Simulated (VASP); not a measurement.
Co (hcp) relaxed at rising pressure, in one space group throughout; other phases were not tried. The pressures are those reached. Calculation: PBEsol GGA, VASP's PBE PAW potentials (set 64) (plane waves; VASP).

```
P (GPa)  V (Å³/atom)    k-mesh
-------  -----------  --------
-0.01         10.339   17×17×9
4.93          10.140   17×17×9
9.92           9.956   17×17×9
19.91          9.636  17×17×10
30.05          9.368  17×17×10
```

A change of mesh leaves a small step in the series.

Problem. Fit an equation of state and predict the volume at 45.13 GPa.

Solution. Least squares on the third-order Birch-Murnaghan form, P = (3B0/2)(y⁷ − y⁵)[1 + (3/4)(B′ − 4)(y² − 1)] with y = (V0/V)^(1/3), gives V0 = 10.340 Å³/atom, B0 = 237 GPa and B′ = 5.0, and so 9.031 Å³/atom. The run gave 9.035 Å³/atom, +0.0 % from the fit.

Pressures at which the relaxation failed are left out.

The compound is Co in the hcp structure. The spin order is the one that the start imposed; others were not tried in this run.
